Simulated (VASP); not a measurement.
These are LDA (Ceperley-Alder, Perdew-Zunger), VASP's LDA PAW potentials (set 64) (plane waves; VASP) values and carry that method's errors.

VASP ran on this input.

File POSCAR:
```
PtAl2
1
   -0.0000000000     2.8254342494     2.8254342494
    2.8254342494    -0.0000000000     2.8254342494
    2.8254342494     2.8254342494    -0.0000000000
Al Pt
2 1
Direct
  0.2500000000   0.2500000000   0.2500000000
  0.7500000000   0.7500000000   0.7500000000
  0.0000000000   1.0000000000   0.0000000000
```

INCAR:
```
# general
SYSTEM  = PtAl2
PREC    = Accurate
ENCUT   = 500   # plane-wave cut-off (eV)
LREAL   = F   # projection in real space or not
LASPH   = T   # aspherical one-centre terms

# electronic loop
EDIFF   = 1E-6   # SCF stop (eV)
NELM    = 100   # most electronic steps
ALGO    = Normal
LMAXMIX = 6   # l cut-off of mixed one-centre charges

# smearing
ISMEAR  = 1
SIGMA   = 0.1   # width (eV)

# ions
IBRION  = 2   # conjugate gradients
NSW     = 40
ISIF    = 3   # ions, shape and volume
EDIFFG  = -0.02   # ionic stop
PSTRESS = 200

# output
LWAVE   = F
LCHARG  = F
```

**KPOINTS**
```
Automatic mesh
0
Gamma
9 9 9
0 0 0
```

POTCAR, in this order: Al Pt (LDA.64 set). Program: vasp_std.

Output

OSZICAR:
```
       N       E                     dE             d eps       ncg     rms          rms(c)
DAV:   1     0.499689248328E+02    0.49969E+02   -0.68402E+03   864   0.112E+03
DAV:   2    -0.172227956247E+02   -0.67192E+02   -0.60572E+02   952   0.194E+02
DAV:   3    -0.190300647323E+02   -0.18073E+01   -0.17787E+01  1048   0.311E+01
DAV:   4    -0.190434001310E+02   -0.13335E-01   -0.13333E-01   980   0.320E+00
DAV:   5    -0.190435558208E+02   -0.15569E-03   -0.15569E-03  1076   0.356E-01    0.110E+01
DAV:   6    -0.184637061512E+02    0.57985E+00   -0.22410E+00   980   0.152E+01    0.293E+00
DAV:   7    -0.183592310902E+02    0.10448E+00   -0.12701E-01   908   0.362E+00    0.200E+00
DAV:   8    -0.183159565327E+02    0.43275E-01   -0.31497E-02   964   0.165E+00    0.274E-01
DAV:   9    -0.183157837900E+02    0.17274E-03   -0.14712E-03  1008   0.357E-01    0.164E-01
DAV:  10    -0.183157754578E+02    0.83323E-05   -0.18640E-04   968   0.128E-01    0.154E-02
DAV:  11    -0.183157735380E+02    0.19197E-05   -0.73053E-06  1024   0.288E-02    0.810E-03
DAV:  12    -0.183157735531E+02   -0.15135E-07   -0.25329E-07   560   0.439E-03
   1 F= -.12684521E+02 E0= -.12684467E+02  d E =-.126845E+02
```

**OUTCAR**
```
------------------------ aborting loop because EDIFF is reached ----------------------------------------
  FORCE on cell =-STRESS in cart. coord.  units (eV):
  Direction    XX          YY          ZZ          XY          YZ          ZX
  --------------------------------------------------------------------------------------
  Total        5.6320228      5.6320228      5.6320228      0.0000000      0.0000000      0.0000000
  in kB      200.0273459    200.0273459    200.0273459      0.0000000      0.0000000      0.0000000
  external PRESSURE =       0.0273459 kB  Pullay stress =     200.0000000 kB
  volume of cell :       45.11
      direct lattice vectors                 reciprocal lattice vectors
     0.000000000  2.825434249  2.825434249    -0.176963948  0.176963948  0.176963948
     2.825434249  0.000000000  2.825434249     0.176963948 -0.176963948  0.176963948
     2.825434249  2.825434249  0.000000000     0.176963948  0.176963948 -0.176963948
 POSITION                                       TOTAL-FORCE (eV/Angst)
 -----------------------------------------------------------------------------------
      1.41272      1.41272      1.41272         0.000000      0.000000      0.000000
      4.23815      4.23815      4.23815        -0.000000     -0.000000     -0.000000
      0.00000      0.00000      0.00000        -0.000000     -0.000000     -0.000000
 -----------------------------------------------------------------------------------
    total drift:                                0.000000     -0.000000     -0.000000
  FREE ENERGIE OF THE ION-ELECTRON SYSTEM (eV)
  ---------------------------------------------------
  free  energy   TOTEN  =       -18.3157735531 eV

  energy  without entropy=      -18.3156132607  energy(sigma->0) =      -18.31572012
  enthalpy is  TOTEN    =       -12.6845207459 eV   P V=        5.6312528072

 reached required accuracy - stopping structural energy minimisation
```
(Selected blocks of OUTCAR.)

### OUTCAR
```
 val. band max:        9.4431758188   @ k =   0.4444   0.3333   0.1111

 cond. band min:       9.5122069814   @ k =  -0.4444   0.2222   0.0000


 Fermi energy:         9.4989734060

 k-point     1 :       0.0000    0.0000    0.0000
  band No.  band energies     occupation
      1      -1.8013      2.00000
      2       3.5739      2.00000
      3       3.5739      2.00000
      4       3.5739      2.00000
      5       5.0922      2.00000
      6       5.0922      2.00000
      7      13.2904      0.00000
      8      13.3271      0.00000
      9      13.3271      0.00000
     10      13.3271      0.00000
     11      15.6148      0.00000
     12      15.6148      0.00000

 k-point     2 :       0.1111    0.0000    0.0000
  band No.  band energies     occupation
      1      -1.6125      2.00000
      2       3.4809      2.00000
      3       3.6383      2.00000
      4       3.6383      2.00000
      5       5.0696      2.00000
      6       5.0696      2.00000
      7      11.5244      0.00000
      8      12.9690      0.00000
      9      12.9690      0.00000
     10      13.4979      0.00000
     11      15.7271      0.00000
     12      15.7825      0.00000

 k-point     3 :       0.2222    0.0000    0.0000
  band No.  band energies     occupation
      1      -1.0652      2.00000
      2       3.2551      2.00000
      3       3.7828      2.00000
      4       3.7828      2.00000
      5       5.0615      2.00000
      6       5.0615      2.00000
      7       9.0370      2.00000
      8      12.1127      0.00000
      9      12.1127      0.00000
     10      13.7862      0.00000
     11      15.4491      0.00000
     12      15.4598      0.00000

 k-point     4 :       0.3333    0.0000    0.0000
  band No.  band energies     occupation
      1      -0.2419      2.00000
      2       2.9991      2.00000
      3       3.8895      2.00000
      4       3.8895      2.00000
      5       5.1771      2.00000
      6       5.1771      2.00000
...
```

Unless said otherwise, spin-orbit coupling is left out, though it shifts the bands of the heavy elements here.

The compound is PtAl2 in the fluorite structure. It was relaxed first under an external pressure of 20 GPa.
